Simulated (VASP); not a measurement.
The input files of a VASP run:

File POSCAR:
```
TaAs
1.0
 -1.7314774083   1.7314774083   5.8821923404
  1.7314774083  -1.7314774083   5.8821923404
  1.7314774083   1.7314774083  -5.8821923404
Ta As
2 2
Cartesian
  0.0000000000  -0.0000000000   8.8140878383
  1.7314774083   0.0000000000   5.8729916681
  0.0000000000  -0.0000000000   1.9620885293
 -0.0000000000   1.7314774083   4.9031846995
```

### INCAR
```
LWAVE=F
SYSTEM=TaAs
ISIF=3
IBRION=2   # conjugate gradients
NSW=60   # most ionic steps
EDIFFG=-0.02   # ionic stop
ALGO=Normal   # blocked Davidson
LASPH=T   # aspherical one-centre terms
ENCUT=400
PREC=Accurate
GGA=PE
ISMEAR=1   # Methfessel-Paxton
NELM=100   # most electronic steps
EDIFF=1E-6   # SCF stop (eV)
SIGMA=0.1   # width (eV)
LREAL=F   # projection in real space or not
LCHARG=F
LMAXMIX=6
```

### KPOINTS
```
Automatic mesh
0
Gamma
  11 11 11
0 0 0
```

POTCAR, in this order: Ta_pv As (PBE.64 set). Program: vasp_std.

Problem. Translate this PBE calculation to Quantum ESPRESSO's pw.x.

Solution. One equivalent input (not run):
```
&CONTROL
  calculation = 'vc-relax'
  pseudo_dir = './pseudo'
  outdir = './out'
  tprnfor = .true.
  tstress = .true.
  nstep = 60
  forc_conv_thr = 0.00078
/
&SYSTEM
  ibrav = 0
  nat = 4
  ntyp = 2
  ecutwfc = 84
  occupations = 'smearing'
  smearing = 'methfessel-paxton'
  degauss = 0.00735
  input_dft = 'pbe'
/
&ELECTRONS
  conv_thr = 7.3e-08
  electron_maxstep = 100
/
&IONS
/
&CELL
/
ATOMIC_SPECIES
  Ta 180.948 Ta.upf
  As 74.922 As.upf
CELL_PARAMETERS angstrom
    -1.7314774    1.7314774    5.8821923
     1.7314774   -1.7314774    5.8821923
     1.7314774    1.7314774   -5.8821923
ATOMIC_POSITIONS crystal
  Ta   0.7492179  0.7492179  0.0000000
  Ta   0.4992179  0.9992179  0.5000000
  As   0.1667821  0.1667821  0.0000000
  As   0.9167821  0.4167821  0.5000000
K_POINTS automatic
  11 11 11 0 0 0
```
Limits of the translation: the potentials are each code's own (VASP's PAW set, PseudoDojo norm-conserving files in pw.x), so ENCUT and ecutwfc are chosen apart and not converted; conv_thr bounds pw.x's estimated SCF error, while EDIFF bounds the energy change between steps; forc_conv_thr acts on force components and is met together with etot_conv_thr.

The structure was generated: TaAs was put into the NbAs type (I4_1md), which need not be its known phase. This run relaxes it. Symmetry was kept, so distortions that lower it aren't found. The start is the result of an earlier pass.
